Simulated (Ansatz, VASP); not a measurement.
# In in two plane-wave programs, part 2 of 2

One calculation is typed for both programs; each brings its own data sets. How far apart do they land? The structure shown is frame 100 of Ansatz's trajectory.

VASP 6.6.1 and Ansatz 0.2.0.

So far: The starting structure; Ansatz: dynamics, PBE.

## (3) VASP: single point, PBE

Level of this step: PBE; plane waves and PAW (In_d) (VASP).

The same cell, functional, mesh and smearing now go to VASP, with its own data sets.

Lines of VASP's logs that name or quote its potential files are left out, and so is its time.

File INCAR:

```
SYSTEM = In
PREC = Accurate
ENCUT = 400
EDIFF = 1E-06
NELM = 120
ISMEAR = -1
SIGMA = 0.05
LREAL = Auto
ALGO = Normal
GGA = PE
NBANDS = 368
LORBIT = 11
LWAVE = .FALSE.
LCHARG = .FALSE.
ISIF = 2
LASPH = .TRUE.
GGA_COMPAT = .FALSE.
EFERMI = MIDGAP
NCORE = 2
```

File POSCAR:

```
In
1.0
   10.9398000000      0.0000000000      0.0000000000
    0.0000000000     10.9398000000      0.0000000000
    0.0000000000      0.0000000000     10.9398000000
In
48
Direct
    0.4442768606      0.9491581199      0.0655770672
    0.9747070330      0.4159125395      0.3801257793
    0.7140715552      0.4793140642      0.6909449899
    0.0395985301      0.9179692499      0.5215908883
    0.3086345271      0.7476462093      0.2926196091
    0.4390391049      0.1221320317      0.2762664765
    0.2299219364      0.2781129454      0.7549863800
    0.2689628695      0.4074571747      0.0104572296
    0.9361048648      0.6694729337      0.5653394029
    0.2435602113      0.1172599133      0.0288122269
    0.6049927787      0.1608713139      0.6386131374
    0.6923983985      0.8079123933      0.0418563411
    0.2088155177      0.4971754511      0.4559041299
    0.0310060513      0.5478619353      0.7930035284
    0.5007038520      0.1752774274      0.9057021152
    0.4514433536      0.4250443335      0.7261010256
    0.2238980603      0.7584599353      0.6211630926
    0.7746028264      0.2346935045      0.8337538163
    0.2066125523      0.9927969433      0.7788625021
    0.8630687947      0.8978591930      0.2557816413
    0.3872374266      0.9615532277      0.5229163239
    0.5842519973      0.8443024553      0.3291193623
    0.3270809338      0.6320042414      0.8215415273
    0.8704181064      0.1081464012      0.5454670104
    0.9446150752      0.3420537853      0.6406881296
    0.9906214008      0.6287409276      0.0434742866
    0.6939889212      0.8641017203      0.5794164427
    0.1949212966      0.7972632041      0.0139125030
    0.7873270078      0.0700926891      0.0421031463
    0.2178833251      0.2911296367      0.2642095834
    0.6767948226      0.3715881460      0.4040750288
    0.1835408326      0.1533848882      0.5074955666
    0.0513263497      0.6906067753      0.3287080203
    0.7016216019      0.6338598512      0.4449624308
    0.8021170405      0.7349037460      0.8120532368
    0.4293862776      0.6584398252      0.0722225269
    0.9532258359      0.1825901753      0.2638713688
    0.0219473848      0.2166950036      0.9585732829
    0.6956434304      0.1134755663      0.3564141940
    0.4446242162      0.6383846140      0.5140313351
    0.5163165689      0.8615056948      0.7884970475
    0.4635368105      0.4919285545      0.2694290572
    0.1553227664      0.9832172435      0.2592369148
    0.4199893965      0.2876195177      0.4901826359
    0.9029689757      0.9654289841      0.7902886707
    0.6537139619      0.5270114627      0.9405747820
    0.7479295782      0.5790690872      0.1994552003
    0.7016673065      0.2963948153      0.1206969049
```

File KPOINTS:

```
Automatic mesh
0
Gamma
1 1 1
0 0 0
```

Potentials, in the order of the species: In_d (PBE family, release 64).

Launch:

```bash
mpirun -np 8 vasp_gam
```

Numbers of over 12 decimals in the logs are rounded to 6 here.

What it wrote:

```text
[banner, memory and clock lines left out]
running    8 mpi-ranks, on    1 nodes
[...]
LDA part: xc-table for (Slater+PW92), standard interpolation
 POSCAR, INCAR and KPOINTS ok, starting setup
[...]
entering main loop
       N       E                     dE             d eps       ncg     rms          rms(c)
DAV:   1     0.897239858536E+04    0.89724E+04   -0.25875E+05   736   0.234E+03
DAV:   2     0.175274900185E+04   -0.72196E+04   -0.71317E+04   736   0.674E+02
DAV:   3     0.997586612880E+02   -0.16530E+04   -0.15673E+04   736   0.279E+02
DAV:   4    -0.111544363219E+03   -0.21130E+03   -0.19426E+03   848   0.101E+02
[...]
DAV:  15    -0.124591024199E+03    0.94008E-05   -0.41367E-05  1168   0.528E-02    0.473E-02
DAV:  16    -0.124591026279E+03   -0.20805E-05   -0.20892E-05   712   0.144E-02    0.478E-02
DAV:  17    -0.124591025286E+03    0.99362E-06   -0.61264E-07   416   0.933E-03
   1 F= -.12459103E+03 E0= -.12450919E+03  d E =-.163677E+00
```

From OUTCAR (step 3):

```text
  Total       23.0407310     26.6436382     30.0724643     -4.9843347     -1.8236488      3.6807756
  in kB       28.1954278     32.6043812     36.8003079     -6.0994354     -2.2316375      4.5042426
  external PRESSURE =      32.5333723 kB  Pullay stress =       0.0000000 kB

 POSITION                                       TOTAL-FORCE (eV/Angst)
 -----------------------------------------------------------------------------------
      4.86030     10.38360      0.71740         0.568574     -0.536248     -0.287190
     10.66310      4.55000      4.15850        -0.970701      0.255563     -0.022444
      7.81180      5.24360      7.55880        -0.162890      0.262061     -0.665931
      0.43320     10.04240      5.70610         0.236256     -0.138052     -0.332978
      3.37640      8.17910      3.20120         0.173853      0.418126      0.481115
      4.80300      1.33610      3.02230        -0.150373     -0.296670      0.058610
      2.51530      3.04250      8.25940        -0.281173     -0.264075      0.065996
      2.94240      4.45750      0.11440         0.370602     -0.119010     -0.287469
     10.24080      7.32390      6.18470         0.006023     -0.120692      0.519992
      2.66450      1.28280      0.31520         0.426302      0.211827      0.059256
      6.61850      1.75990      6.98630        -0.117285     -0.382197      0.063258
      7.57470      8.83840      0.45790        -0.113605     -0.095777      0.258027
      2.28440      5.43900      4.98750         0.977212      0.066867      0.507977
      0.33920      5.99350      8.67530         0.459077      0.203024     -0.130375
[...]
-----------------------------------------------------------------------------------
    total drift:                               -0.004787     -0.004673     -0.012645

  FREE ENERGIE OF THE ION-ELECTRON SYSTEM (eV)
  ---------------------------------------------------
  free  energy   TOTEN  =      -124.5910252857 eV

  energy  without entropy=     -124.4273479876  energy(sigma->0) =     -124.50918664

[... 3 further parts left out ...]
[key lines of the parts left out:]
E-fermi :   6.5715
```

The gap is under twice the smearing width, so the edge states are partly filled and the run can't tell a small gap from a semimetal.

## (4) Differences

Known differences besides the potentials themselves: the cutoff is 520 eV in Ansatz and 400 eV in VASP (PREC = Accurate, projectors in real space). Total energies have different zeros and are not compared.

Forces on 10 of the 48 atoms, those with the largest forces and the largest differences (eV/Å; atoms numbered as in POSCAR):

| atom | Ansatz x, y, z | VASP x, y, z |
| --- | --- | --- |
| In2 | -0.970, 0.256, -0.024 | -0.971, 0.256, -0.022 |
| In13 | 0.974, 0.068, 0.508 | 0.977, 0.067, 0.508 |
| In22 | -0.111, 0.361, -0.688 | -0.112, 0.361, -0.693 |
| In24 | -0.300, 0.412, 0.417 | -0.300, 0.415, 0.420 |
| In29 | -0.116, -0.894, 0.058 | -0.118, -0.898, 0.058 |
| In33 | -0.456, 0.157, -0.724 | -0.457, 0.157, -0.727 |
| In35 | -0.433, -0.804, -0.267 | -0.435, -0.805, -0.267 |
| In39 | -0.365, -0.445, -0.565 | -0.367, -0.444, -0.570 |
| In42 | -0.347, -0.569, 0.560 | -0.346, -0.569, 0.563 |
| In45 | 0.306, 0.908, 0.066 | 0.306, 0.909, 0.066 |

The forces differ by 1.5 meV/Å r.m.s., which is 0.4 % of the r.m.s. force of 0.359 eV/Å (both taken over all components).

## (5) Results

| Property | Result |
| --- | --- |
| r.m.s. force difference (single point, PBE) | 0.43 % of the r.m.s. force |

**Reading.** The r.m.s. force difference is 0.43 % of the r.m.s. force (single point, PBE), within the 3 % picked in this series as the mark of a large difference. 2 further runs of this series are not shown here. How closely two codes agree says nothing of how well the functional describes the real material.

[Lines on the potential files, build, host, timing and source positions are cut from VASP's logs without a mark.]

[Logs are printed without paths, hosts, clocks, repeated set-up lines and the standing remarks that a program may print on its own settings, such as how far it seeks lower states.]

[Hosts, paths, dates, database ids (printed as entryN), source tags and the programs' standing remarks are cut or masked in the printed files.]
